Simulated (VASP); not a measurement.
Consider the following.

```yaml
crystal:
  lattice:
    - [3.31513, 0.00000, 0.00000]
    - [0.00000, 3.31513, 0.00000]
    - [0.00000, 0.00000, 3.31513]
  atoms:
    - { symbol: Zr, position: [0.00000, 0.00000, 0.00000] }
    - { symbol: Si, position: [0.50000, 0.50000, 0.50000] }
```

These are PBE GGA, VASP's PBE PAW potentials (set 64) (plane waves; VASP) values and carry that method's errors. Settings: 400 eV cut-off, Gaussian smearing of 0.050 eV, potentials Zr_sv Si.

Q: What does the run give for the band gap (along the path) with the smallest direct gap where there is one?

A: 
```yaml
band gap (along the path): none (metal, semimetal or under 0.01 eV)
```

Only differences to runs with the same potentials and settings are physical.

The structure was generated: ZrSi was put into the CsCl type type (Pm-3m), which need not be its known phase. It was relaxed first, which changed the volume by -29 %.
